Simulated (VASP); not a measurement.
Input of a VASP 6.6.1 run:

INCAR

```
SYSTEM = W
  PREC = Accurate
  ENCUT = 600
  EDIFF = 1E-7
  ISMEAR = 1
  SIGMA = 0.1
  LREAL = .False.
  LASPH = .True.
  NELM = 80
  ALGO = Normal
  ISIF = 2
  LWAVE = .False.
  LCHARG = .False.
  GGA = PE
  IBRION = 2
  NSW = 40
  EDIFFG = -0.01
```

KPOINTS

```
regular mesh
0
Gamma
  16 16 16
  0 0 0
```

Contents of POSCAR:

```
W                                       
1.0
   -1.6028513425      1.6028513425      1.6028513425
    1.6028513425     -1.6028513425      1.6028513425
    1.6028513425      1.6028513425     -1.6028513425
  W             
     1
Direct
     0.0000000000000000    0.0000000000000000    0.0000000000000000
```

Potentials or basis: VASP PAW PBE potentials, release 64 (W_sv).

Run with:

```sh
$ cat potpaw_PBE.64/W_sv/POTCAR > POTCAR
$ mpirun -np 1 vasp_std > vasp.out
```

Q: What does it give for the band gap on the k mesh?

A: None (metal or under the smearing width).

Final structure:
```
W
1.0
    -1.60285    1.60285    1.60285
     1.60285   -1.60285    1.60285
     1.60285    1.60285   -1.60285
W
1
Direct
  0.00000 0.00000 0.00000
```

Caveat: the relaxation stopped at its first step, so nothing moved. Spin-orbit coupling is left out, which matters for the levels of W.
